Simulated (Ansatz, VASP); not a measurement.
# PbO in two plane-wave programs, part 2 of 3

Aim: how closely do two programs agree when they are given the same cell, functional and k mesh? The cell is taken from a series of VASP runs on this material, whose earlier steps may have relaxed, scaled or displaced it; both programs get it as it stands.

VASP 6.6.1 and Ansatz 0.2.0.

So far: Starting point; VASP: zone-centre phonons, LDA.

### 2. VASP: zone-centre phonons, LDA (continued)

Level of this step: LDA; plane waves and PAW (Pb_d, O) (VASP).

OUTCAR, selected parts (step 2):

```text
ion  position               nearest neighbor table
   1  0.000  0.500  0.233-   3 2.31   4 2.31   3 2.31   4 2.31   2 3.66   2 3.66   2 3.66   2 3.66
                             2 3.89   2 3.89   2 3.89   2 3.89
   2  0.500  0.000  0.767-   3 2.31   4 2.31   4 2.31   3 2.31   1 3.66   1 3.66   1 3.66   1 3.66
                             1 3.89   1 3.89   1 3.89   1 3.89
   3  0.000  0.000  0.000-   1 2.31   2 2.31   1 2.31   2 2.31
   4  0.500  0.500  0.000-   1 2.31   2 2.31   2 2.31   1 2.31

  LATTYP: Found a simple tetragonal cell.
 ALAT       =     3.9900000000
 C/A-ratio  =     1.2556390977

 Subroutine GETGRP returns: Found 16 space group operations
 (whereof  8 operations were pure point group operations)

The static configuration has the point symmetry D_2d.
 The point group associated with its full space group is D_4h.

 Found    105 irreducible k-points:

   k-points           NKPTS =    105   k-points in BZ     NKDIM =    105   number of bands    NBANDS=     26

   dimension x,y,z NGX =    30 NGY =   30 NGZ =   40
   dimension x,y,z NGXF=    60 NGYF=   60 NGZF=   80

   ENCUT  =  520.0 eV  38.22 Ry    6.18 a.u.   7.42  7.42  9.32*2*pi/ulx,y,z

   NELECT =      40.0000    total number of electrons

 k-points in reciprocal lattice and weights: Automatic mesh
   0.00000000  0.00000000  0.00000000       0.001
   0.10000000  0.00000000  0.00000000       0.005
   0.20000000  0.00000000  0.00000000       0.005
   0.30000000  0.00000000  0.00000000       0.005
   0.40000000  0.00000000  0.00000000       0.005
   0.50000000  0.00000000  0.00000000       0.003
   0.10000000  0.10000000  0.00000000       0.005
   0.20000000  0.10000000  0.00000000       0.010
   0.30000000  0.10000000  0.00000000       0.010
[...]
0.000000000  3.990000000  0.000000000     0.000000000  0.250626566  0.000000000
     0.000000000  0.000000000  5.010000000     0.000000000  0.000000000  0.199600798

 POSITION                                       TOTAL-FORCE (eV/Angst)
 -----------------------------------------------------------------------------------
      0.00000      1.99500      1.16911         0.000000      0.000000     -0.001191
      1.99500      0.00000      3.84089         0.000000      0.000000      0.001191
      0.00000      0.00000      0.00000         0.000000      0.000000      0.000000
      1.99500      1.99500      0.00000         0.000000     -0.000000      0.000000
 -----------------------------------------------------------------------------------
    total drift:                                0.000000      0.000000      0.000000

 MACROSCOPIC STATIC DIELECTRIC TENSOR (including local field effects in DFT)
 ------------------------------------------------------
           6.714748     0.000000     0.000000
           0.000000     6.714748    -0.000000
           0.000000     0.000000     6.121372
 ------------------------------------------------------

 PIEZOELECTRIC TENSOR (including local field effects)  for field in x, y, z        (C/m^2)
          XX          YY          ZZ          XY          YZ          ZX
  --------------------------------------------------------------------------------
  x     0.00000     0.00000     0.00000     0.00000     0.00000     0.00000
  y    -0.00000     0.00000     0.00000     0.00000     0.00000     0.00000
  z     0.00000     0.00000     0.00000     0.00000     0.00000     0.00000

 BORN EFFECTIVE CHARGES (including local field effects) (in |e|, cummulative output)
 ---------------------------------------------------------------------------------
 ion    1
    1     3.16005     0.00000     0.00000
    2     0.00000     3.16005     0.00000
    3     0.00000     0.00000     2.24233
 ion    2
    1     3.16005     0.00000     0.00000
    2     0.00000     3.16005     0.00000
    3     0.00000     0.00000     2.24233
 ion    3
    1    -3.16005     0.00000     0.00000
    2     0.00000    -3.16005     0.00000
    3     0.00000     0.00000    -2.24233
 ion    4
    1    -3.16005     0.00000    -0.00000
    2     0.00000    -3.16005     0.00000
    3     0.00000     0.00000    -2.24233

 Eigenvectors and eigenvalues of the dynamical matrix
 ----------------------------------------------------

   1 f  =   12.121598 THz    76.162248 2PiTHz  404.332993 cm-1    50.130879 meV
             X         Y         Z           dx          dy          dz
      0.000000  1.995000  1.169112     0.037832   -0.036896    0.000000
      1.995000  0.000000  3.840888    -0.037832    0.036896    0.000000
      0.000000  0.000000  0.000000     0.504808    0.492317   -0.000000
      1.995000  1.995000  0.000000    -0.504808   -0.492317   -0.000000

   2 f  =   12.121598 THz    76.162248 2PiTHz  404.332993 cm-1    50.130879 meV
             X         Y         Z           dx          dy          dz
      0.000000  1.995000  1.169112    -0.036896   -0.037832    0.000000
      1.995000  0.000000  3.840888     0.036896    0.037832    0.000000
      0.000000  0.000000  0.000000    -0.492317    0.504808    0.000000
      1.995000  1.995000  0.000000     0.492317   -0.504808   -0.000000

   3 f  =   11.757609 THz    73.875234 2PiTHz  392.191607 cm-1    48.625540 meV
             X         Y         Z           dx          dy          dz
      0.000000  1.995000  1.169112     0.000000   -0.000000   -0.189210
      1.995000  0.000000  3.840888    -0.000000    0.000000   -0.189210
      0.000000  0.000000  0.000000     0.000000    0.000000    0.681322
      1.995000  1.995000  0.000000    -0.000000   -0.000000    0.681322

   4 f  =   10.428148 THz    65.521987 2PiTHz  347.845579 cm-1    43.127336 meV
             X         Y         Z           dx          dy          dz
      0.000000  1.995000  1.169112    -0.000000   -0.000000   -0.000000
      1.995000  0.000000  3.840888    -0.000000   -0.000000   -0.000000
      0.000000  0.000000  0.000000     0.000000    0.000000    0.707107
      1.995000  1.995000  0.000000    -0.000000    0.000000   -0.707107

   5 f  =    7.695273 THz    48.350825 2PiTHz  256.686672 cm-1    31.825077 meV
             X         Y         Z           dx          dy          dz
      0.000000  1.995000  1.169112     0.111006    0.153907   -0.000000
      1.995000  0.000000  3.840888     0.111006    0.153907    0.000000
      0.000000  0.000000  0.000000    -0.398466   -0.552463    0.000000
      1.995000  1.995000  0.000000    -0.398466   -0.552463   -0.000000

   6 f  =    7.695273 THz    48.350825 2PiTHz  256.686672 cm-1    31.825077 meV
             X         Y         Z           dx          dy          dz
      0.000000  1.995000  1.169112     0.153907   -0.111006    0.000000
      1.995000  0.000000  3.840888     0.153907   -0.111006   -0.000000
      0.000000  0.000000  0.000000    -0.552463    0.398466   -0.000000
      1.995000  1.995000  0.000000    -0.552463    0.398466   -0.000000

   7 f  =    4.380752 THz    27.525074 2PiTHz  146.126145 cm-1    18.117325 meV
             X         Y         Z           dx          dy          dz
      0.000000  1.995000  1.169112     0.000000    0.000000    0.707107
      1.995000  0.000000  3.840888    -0.000000    0.000000   -0.707107
      0.000000  0.000000  0.000000     0.000000    0.000000    0.000000
      1.995000  1.995000  0.000000     0.000000   -0.000000   -0.000000

   8 f  =    2.532592 THz    15.912744 2PiTHz   84.478174 cm-1    10.473954 meV
             X         Y         Z           dx          dy          dz
      0.000000  1.995000  1.169112    -0.703027    0.054415    0.000000
      1.995000  0.000000  3.840888     0.703027   -0.054415   -0.000000
      0.000000  0.000000  0.000000     0.052688    0.004078   -0.000000
      1.995000  1.995000  0.000000    -0.052688   -0.004078   -0.000000

   9 f  =    2.532592 THz    15.912744 2PiTHz   84.478174 cm-1    10.473954 meV
             X         Y         Z           dx          dy          dz
      0.000000  1.995000  1.169112     0.054415    0.703027    0.000000
      1.995000  0.000000  3.840888    -0.054415   -0.703027    0.000000
      0.000000  0.000000  0.000000    -0.004078    0.052688    0.000000
      1.995000  1.995000  0.000000     0.004078   -0.052688    0.000000

  10 f/i=    0.001910 THz     0.011998 2PiTHz    0.063696 cm-1     0.007897 meV
             X         Y         Z           dx          dy          dz
      0.000000  1.995000  1.169112     0.000000   -0.000000    0.681322
      1.995000  0.000000  3.840888     0.000000   -0.000000    0.681322
      0.000000  0.000000  0.000000     0.000000   -0.000000    0.189210
      1.995000  1.995000  0.000000     0.000000   -0.000000    0.189210

  11 f/i=    0.004994 THz     0.031377 2PiTHz    0.166573 cm-1     0.020652 meV
             X         Y         Z           dx          dy          dz
      0.000000  1.995000  1.169112     0.120583   -0.670410   -0.000000
      1.995000  0.000000  3.840888     0.120583   -0.670410   -0.000000
      0.000000  0.000000  0.000000     0.033593   -0.186766   -0.000000
      1.995000  1.995000  0.000000     0.033593   -0.186766   -0.000000

  12 f/i=    0.004994 THz     0.031377 2PiTHz    0.166573 cm-1     0.020652 meV
             X         Y         Z           dx          dy          dz
      0.000000  1.995000  1.169112    -0.670410   -0.120583    0.000000
      1.995000  0.000000  3.840888    -0.670410   -0.120583    0.000000
      0.000000  0.000000  0.000000    -0.186766   -0.033593    0.000000
      1.995000  1.995000  0.000000    -0.186766   -0.033593    0.000000

 MACROSCOPIC STATIC DIELECTRIC TENSOR IONIC CONTRIBUTION
 ------------------------------------------------------
          12.563282     0.000000    -0.000000
           0.000000    12.563282    -0.000000
          -0.000000    -0.000000     2.717031
 ------------------------------------------------------

 ELASTIC MODULI CONTR FROM IONIC RELAXATION (kBar)
 Direction    XX          YY          ZZ          XY          YZ          ZX
 --------------------------------------------------------------------------------
 XX        -674.6607    -17.3495   -507.0065      0.0000      0.0000     -0.0000
 YY         -17.3495   -674.6607   -507.0065      0.0000      0.0000     -0.0000
 ZZ        -507.0065   -507.0065   -742.9243      0.0000      0.0000     -0.0000
 XY           0.0000      0.0000      0.0000      0.0000      0.0000      0.0000
 YZ           0.0000      0.0000      0.0000      0.0000   -255.2427     -0.0000
 ZX          -0.0000     -0.0000     -0.0000      0.0000     -0.0000   -335.9979
 --------------------------------------------------------------------------------

 PIEZOELECTRIC TENSOR IONIC CONTR  for field in x, y, z        (C/m^2)
          XX          YY          ZZ          XY          YZ          ZX
  --------------------------------------------------------------------------------
  x    -0.00000    -0.00000    -0.00000     0.00000    -0.00000    -0.00000
  y    -0.00000    -0.00000    -0.00000     0.00000    -0.00000     0.00000
  z     0.00000     0.00000     0.00000     0.00000     0.00000     0.00000
```

The dielectric response converges more slowly with the mesh than energies do, so tensor and charges may still move on a finer one.

(Part 2 of 3 ends here.)

[Lines on the potential files, build, host, timing and source positions are cut from VASP's logs without a mark.]

[Logs are printed without paths, hosts, clocks, repeated set-up lines and the standing remarks that a program may print on its own settings, such as how far it seeks lower states.]

[Hosts, paths, dates, database ids (printed as entryN), source tags and the programs' standing remarks are cut or masked in the printed files.]
